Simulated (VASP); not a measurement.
These are HSE06 screened hybrid, VASP's PBE PAW potentials (set 64) (plane waves; VASP) values and carry that method's errors.

Input for VASP

### INCAR
```
SYSTEM = CaGa35N36
PREC = Normal
ENCUT = 400
EDIFF = 1E-5
NELM = 50
ALGO = Normal
LREAL = Auto
LASPH = .TRUE.
ISMEAR = 0
SIGMA = 0.05
GGA = PE
LMAXMIX = 4
LWAVE = .FALSE.
LCHARG = .FALSE.
NELMIN = 4
ISYM = 0
NELECT = 294.0
HFSCREEN = 0.2
AEXX = 0.25
LHFCALC = .TRUE.
PRECFOCK = Fast
ISIF = 0
```

### KPOINTS
```
Automatic mesh
0
Gamma
1 1 1
0 0 0
```

File POSCAR:
```
CaGa35N36
1
    4.8683178924    -8.4321738171     0.0000000000
    4.8683178924     8.4321738171     0.0000000000
    0.0000000000     0.0000000000    10.5562839808
Ga N Ca
35 36 1
Direct
  0.2218892731   0.1105570788   0.2500782628
  0.1098161463   0.2198436245   0.9996398310
  0.2220879107   0.1107354895   0.7493550132
  0.1077718020   0.2195931087   0.5008003065
  0.2155547152   0.4410182837   0.2461692991
  0.1097742786   0.5564078068   0.9996291721
  0.2214113563   0.4437635825   0.7553955907
  0.1076604022   0.5542878562   0.5007986929
  0.2220120043   0.7777947159   0.2500352732
  0.1110695110   0.8887807196   0.9996212378
  0.2220488132   0.7774866399   0.7493911005
  0.1109738179   0.8886066070   0.4995244577
  0.5553423546   0.1109560461   0.2504664502
  0.4433635651   0.2199149486   0.9996762436
  0.5556440787   0.1109222133   0.7497115154
  0.4452590422   0.2200393209   0.5006910066
  0.5582925235   0.4413375743   0.2463574064
  0.4442265020   0.5554061899   0.0000959147
  0.5553086795   0.4438610289   0.7553140827
  0.5584805936   0.7837118365   0.2463947340
  0.4434784267   0.8898647797   0.9996550840
  0.5555123849   0.7776403965   0.7552858743
  0.4451624951   0.8915620579   0.5007753796
  0.8887123029   0.1108703801   0.2505267601
  0.7776794124   0.2220808244   0.0000994993
  0.8885455948   0.1108929262   0.7497440830
  0.7775356970   0.2219898300   0.4995461764
  0.8886427056   0.4444800336   0.2505248399
  0.7796445276   0.5563824181   0.9996515048
  0.8884621042   0.4438770571   0.7497631667
  0.7792634195   0.5545060370   0.5008473935
  0.8890041440   0.7778026735   0.2500922947
  0.7797648871   0.8898399519   0.9995961081
  0.8889161294   0.7775221188   0.7494113419
  0.7795858740   0.8913785765   0.5008731087
  0.2224050812   0.1115094378   0.4387221634
  0.1094521376   0.2188903947   0.1864607022
  0.2218534355   0.1103355431   0.9371262056
  0.1110980147   0.2222412355   0.6889363152
  0.1912620916   0.4287239974   0.4289899191
  0.1094545769   0.5570497302   0.1864611770
  0.2196269274   0.4430407149   0.9435108368
  0.1110626216   0.5549956924   0.6889652431
  0.2223671098   0.7770725288   0.4386968580
  0.1109702563   0.8886974142   0.1883971290
  0.2218914724   0.7779738463   0.9371442716
  0.1110493878   0.8886186571   0.6874509725
  0.5556205515   0.1110001904   0.4381721075
  0.4426512757   0.2191445091   0.1865649142
  0.5561504404   0.1113103499   0.9375276566
  0.4445436321   0.2223540678   0.6888984566
  0.5699174251   0.4295504908   0.4292812206
  0.4440276247   0.5553826450   0.1922264070
  0.5564603305   0.4430798626   0.9434847407
  0.4439850401   0.5550766569   0.7108418923
  0.5702395158   0.8071691696   0.4293129008
  0.4427613373   0.8900964258   0.1864793100
  0.5566601501   0.7799126945   0.9434056112
  0.4445268541   0.8883449999   0.6889249068
  0.8883085150   0.1108345440   0.4382119550
  0.7776739558   0.2221472272   0.1887227016
  0.8884166288   0.1112613308   0.9375193961
  0.7776294849   0.2219545404   0.6875286448
  0.8882245575   0.4439650146   0.4382401201
  0.7804512527   0.5570925802   0.1865110980
  0.8883622221   0.4436416403   0.9375370290
  0.7770183721   0.5550192506   0.6890230894
  0.8880674849   0.7772360585   0.4387415103
  0.7805896602   0.8901075200   0.1865060554
  0.8894473047   0.7779553759   0.9371635766
  0.7771821545   0.8883158140   0.6889994605
  0.4433236415   0.5549941157   0.4947292390
```

POTCAR, in this order: Ga N Ca_sv (PBE.64 set). Program: vasp_gam. Read from the step before: WAVECAR.

Output of the run:

File OSZICAR:
```
       N       E                     dE             d eps       ncg     rms          rms(c)
DAV:   1    -0.526101516328E+03   -0.52610E+03   -0.22411E+01   376   0.123E+01    0.963E+00
DAV:   2    -0.526256710122E+03   -0.15519E+00   -0.73095E-01   448   0.170E+00    0.651E+00
DAV:   3    -0.526249916931E+03    0.67932E-02   -0.11070E-01   416   0.760E-01    0.398E+00
DAV:   4    -0.526269094846E+03   -0.19178E-01   -0.88613E-02   488   0.835E-01    0.236E+00
DAV:   5    -0.526267027946E+03    0.20669E-02   -0.62939E-02   416   0.556E-01    0.136E+00
DAV:   6    -0.526259530073E+03    0.74979E-02   -0.15618E-02   456   0.353E-01    0.776E-01
DAV:   7    -0.526259959357E+03   -0.42928E-03   -0.17938E-02   408   0.260E-01    0.464E-01
DAV:   8    -0.526260081174E+03   -0.12182E-03   -0.11351E-02   472   0.221E-01    0.295E-01
DAV:   9    -0.526261933169E+03   -0.18520E-02   -0.12485E-02   408   0.153E-01    0.262E-01
DAV:  10    -0.526263318248E+03   -0.13851E-02   -0.12472E-02   456   0.133E-01    0.252E-01
DAV:  11    -0.526265311648E+03   -0.19934E-02   -0.13972E-02   408   0.115E-01    0.280E-01
DAV:  12    -0.526266815946E+03   -0.15043E-02   -0.12650E-02   464   0.150E-01    0.270E-01
DAV:  13    -0.526268461289E+03   -0.16453E-02   -0.10578E-02   424   0.118E-01    0.263E-01
DAV:  14    -0.526269681491E+03   -0.12202E-02   -0.95575E-03   456   0.814E-02    0.256E-01
DAV:  15    -0.526270741997E+03   -0.10605E-02   -0.86765E-03   440   0.807E-02    0.253E-01
DAV:  16    -0.526271382852E+03   -0.64086E-03   -0.64214E-03   496   0.110E-01    0.227E-01
DAV:  17    -0.526271903805E+03   -0.52095E-03   -0.43373E-03   424   0.890E-02    0.196E-01
DAV:  18    -0.526272186480E+03   -0.28267E-03   -0.30483E-03   464   0.509E-02    0.171E-01
DAV:  19    -0.526272362639E+03   -0.17616E-03   -0.22964E-03   432   0.447E-02    0.152E-01
DAV:  20    -0.526272414181E+03   -0.51541E-04   -0.14177E-03   488   0.593E-02    0.125E-01
DAV:  21    -0.526272455516E+03   -0.41335E-04   -0.80844E-04   424   0.464E-02    0.988E-02
DAV:  22    -0.526272455520E+03   -0.44092E-08   -0.44424E-04   424   0.247E-02    0.781E-02
DAV:  23    -0.526272453444E+03    0.20765E-05   -0.31089E-04   400   0.185E-02    0.638E-02
DAV:  24    -0.526272438588E+03    0.14856E-04   -0.15941E-04   368   0.240E-02    0.485E-02
DAV:  25    -0.526272433910E+03    0.46784E-05   -0.88013E-05   416   0.194E-02
   1 F= -.52627243E+03 E0= -.52627242E+03  d E =-.360108E-04
```

### OUTCAR
```
------------------------ aborting loop because EDIFF is reached ----------------------------------------
  volume of cell :      866.68
      direct lattice vectors                 reciprocal lattice vectors
     4.868317892 -8.432173817  0.000000000     0.102704879 -0.059296690  0.000000000
     4.868317892  8.432173817  0.000000000     0.102704879  0.059296690  0.000000000
     0.000000000  0.000000000 10.556283981     0.000000000  0.000000000  0.094730305
  FREE ENERGIE OF THE ION-ELECTRON SYSTEM (eV)
  ---------------------------------------------------
  free  energy   TOTEN  =      -526.2724339100 eV

  energy  without entropy=     -526.2723978992  energy(sigma->0) =     -526.27241590

  exchange ACFDT corr.  =         0.00000000  see jH, gK, PRB 81, 115126
```
(Selected blocks of OUTCAR.)

The cell is charged, with a uniform compensating background. The supercell is sampled at Γ alone, which is coarse: total energies, pressure and levels can be off, energies of defects by several tenths of an eV.

The cell is a supercell with a defect, built from GaN (wurtzite): Ca_Ga, charge +1. The cell's shape comes from a PBE relaxation. The run is not spin-polarised, so no state with unpaired spins was tried.
